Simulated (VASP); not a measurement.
Method: RPBE GGA, VASP's PBE PAW potentials (set 64) (plane waves; VASP).

Input for VASP

POSCAR:
```
Bi2Se3
11.3829350
  1.0000000361  -0.1857353679   0.0171152692
  1.0000000361   0.1857353679   0.0171152692
  0.9600390285   0.0000000000   0.3363268025
Bi Se
2 3
direct
  0.3913953326   0.3913953326   0.3913953326
  0.6086046674   0.6086046674   0.6086046674
  0.0000000000   0.0000000000   0.0000000000
  0.2291931519   0.2291931519   0.2291931519
  0.7708068481   0.7708068481   0.7708068481
```

File KPOINTS:
```
Automatic mesh
0
G
  7 7 7
```

**INCAR**
```
LCHARG = T
ALGO = Normal   ! blocked Davidson
NELM = 100   ! most electronic steps
NEDOS = 601   ! DOS grid
EDIFF = 1E-7
PREC = Accurate
LASPH = T   ! aspherical one-centre terms
ISMEAR = -5   ! tetrahedra, Bloechl
LREAL = F
SYSTEM = Bi2Se3
LEFG = T
ISIF = 2   ! forces and stress, cell fixed
LWAVE = F
LORBIT = 11   ! lm-projected
ENCUT = 520   ! plane-wave cut-off (eV)
GGA = RP
LMAXMIX = 4   ! l cut-off of mixed one-centre charges
```

POTCAR, in this order: Bi_d Se (PBE.64 set). Program: vasp_std.

What VASP printed:

OSZICAR:
```
       N       E                     dE             d eps       ncg     rms          rms(c)
DAV:   1     0.459631421325E+03    0.45963E+03   -0.22886E+04  2464   0.168E+03
DAV:   2     0.324415013439E+02   -0.42719E+03   -0.41695E+03  2744   0.417E+02
DAV:   3    -0.172623086762E+02   -0.49704E+02   -0.47790E+02  3184   0.156E+02
DAV:   4    -0.194801856661E+02   -0.22179E+01   -0.21981E+01  2832   0.334E+01
DAV:   5    -0.195740406920E+02   -0.93855E-01   -0.93661E-01  3484   0.694E+00    0.520E+00
DAV:   6    -0.186257509450E+02    0.94829E+00   -0.24916E+00  2876   0.882E+00    0.317E+00
DAV:   7    -0.186476363246E+02   -0.21885E-01   -0.45856E-01  2832   0.322E+00    0.169E+00
DAV:   8    -0.186642732364E+02   -0.16637E-01   -0.79010E-02  3224   0.162E+00    0.520E-01
DAV:   9    -0.186647249669E+02   -0.45173E-03   -0.14350E-02  3164   0.689E-01    0.170E-01
DAV:  10    -0.186652918820E+02   -0.56692E-03   -0.28468E-03  2764   0.289E-01    0.795E-02
DAV:  11    -0.186655907565E+02   -0.29887E-03   -0.63315E-04  3524   0.132E-01    0.447E-02
DAV:  12    -0.186656586567E+02   -0.67900E-04   -0.16478E-04  3180   0.747E-02    0.153E-02
DAV:  13    -0.186656623120E+02   -0.36553E-05   -0.30379E-05  3120   0.446E-02    0.531E-03
DAV:  14    -0.186656638997E+02   -0.15878E-05   -0.38021E-06  2424   0.114E-02    0.178E-03
DAV:  15    -0.186656645352E+02   -0.63546E-06   -0.12664E-06  2392   0.630E-03    0.155E-03
DAV:  16    -0.186656646832E+02   -0.14804E-06   -0.21021E-07  2288   0.251E-03    0.395E-04
DAV:  17    -0.186656647772E+02   -0.93972E-07   -0.75348E-08  1716   0.156E-03
   1 F= -.18665665E+02 E0= -.18665665E+02  d E =0.000000E+00
```

File OUTCAR:
```
------------------------ aborting loop because EDIFF is reached ----------------------------------------
  FORCE on cell =-STRESS in cart. coord.  units (eV):
  Direction    XX          YY          ZZ          XY          YZ          ZX
  --------------------------------------------------------------------------------------
  Total        0.0709844      0.0654810      0.0655673      0.0000000      0.0000000      0.0006890
  in kB        0.6489007      0.5985915      0.5993800      0.0000000      0.0000000      0.0062981
  external PRESSURE =       0.6156240 kB  Pullay stress =       0.0000000 kB
  volume of cell :      175.27
      direct lattice vectors                 reciprocal lattice vectors
    11.382935411 -2.114213620  0.194821997     0.046181615 -0.236494551 -0.131824618
    11.382935411  2.114213620  0.194821997     0.046181615  0.236494551 -0.131824618
    10.928061859  0.000000000  3.828386131    -0.004700254  0.000000000  0.274623467
 POSITION                                       TOTAL-FORCE (eV/Angst)
 -----------------------------------------------------------------------------------
     13.18765      0.00000      1.65092        -0.002765     -0.000000     -0.000346
     20.50628      0.00000      2.56711         0.002765     -0.000000      0.000346
      0.00000      0.00000      0.00000         0.000000      0.000000     -0.000000
      7.72242      0.00000      0.96674         0.021467     -0.000000      0.002687
     25.97151      0.00000      3.25129        -0.021467     -0.000000     -0.002687
 -----------------------------------------------------------------------------------
    total drift:                               -0.000000     -0.000000     -0.000000
  FREE ENERGIE OF THE ION-ELECTRON SYSTEM (eV)
  ---------------------------------------------------
  free  energy   TOTEN  =       -18.6656647772 eV

  energy  without entropy=      -18.6656647772  energy(sigma->0) =      -18.66566478

 total charge

# of ion       s       p       d       tot
------------------------------------------
    1        1.626   1.016   9.954  12.596
    2        1.626   1.016   9.954  12.596
    3        1.465   2.320   0.016   3.802
    4        1.479   2.276   0.016   3.771
    5        1.479   2.276   0.016   3.771
--------------------------------------------------
tot          7.677   8.904  19.957  36.538

 Electric field gradients after diagonalization (V/A^2)
 (convention: |V_zz| > |V_xx| > |V_yy|)
----------------------------------------------------------------------
 ion       V_xx      V_yy      V_zz     asymmetry (V_yy - V_xx)/ V_zz
----------------------------------------------------------------------
   1      -2.150    -2.149     4.299       0.000
   2      -2.150    -2.149     4.299       0.000
   3     -37.049   -37.049    74.098       0.000
   4      20.929    20.929   -41.859       0.000
   5      20.929    20.929   -41.859       0.000
```
(Selected blocks of OUTCAR.)

### OUTCAR
```
 val. band max:        2.4342211608   @ k =   0.4286   0.4286   0.2857

 cond. band min:       3.3495827096   @ k =   0.0000   0.0000   0.0000


 Fermi energy:         2.4490454697

 k-point     1 :       0.0000    0.0000    0.0000
  band No.  band energies     occupation
      1     -20.1591      2.00000
      2     -20.1581      2.00000
      3     -20.1581      2.00000
      4     -20.1576      2.00000
      5     -20.1576      2.00000
      6     -20.1573      2.00000
      7     -20.1447      2.00000
      8     -20.1447      2.00000
      9     -20.1434      2.00000
     10     -20.1434      2.00000
     11     -10.8539      2.00000
     12     -10.4060      2.00000
     13      -9.3227      2.00000
     14      -6.5600      2.00000
     15      -5.6039      2.00000
     16       0.9881      2.00000
     17       1.2832      2.00000
     18       1.2832      2.00000
     19       1.4455      2.00000
     20       1.4455      2.00000
     21       1.6070      2.00000
     22       1.8847      2.00000
     23       1.8847      2.00000
     24       2.2755      2.00000
     25       3.3496      0.00000
     26       4.6079      0.00000
     27       4.6079      0.00000
     28       5.0704      0.00000

 k-point     2 :       0.1429   -0.0000    0.0000
  band No.  band energies     occupation
      1     -20.1598      2.00000
      2     -20.1594      2.00000
      3     -20.1560      2.00000
      4     -20.1545      2.00000
      5     -20.1542      2.00000
      6     -20.1537      2.00000
      7     -20.1477      2.00000
      8     -20.1457      2.00000
      9     -20.1456      2.00000
     10     -20.1436      2.00000
     11     -10.6863      2.00000
     12     -10.2530      2.00000
     13      -9.2475      2.00000
     14      -6.6375      2.00000
     15      -5.8543      2.00000
     16       0.0976      2.00000
     17       0.6473      2.00000
     18       0.8235      2.00000
     19       0.8684      2.00000
     20       1.2406      2.00000
...
```

Without a dispersion term in the relaxation, distances and binding between the weakly bound layers, chains or molecules are unreliable, and so is what depends on them. Unless said otherwise, spin-orbit coupling is left out, though it shifts the bands of the heavy elements here.

The compound is Bi2Se3 in the tetradymite structure. It was relaxed first, which changed the volume by +24 %.
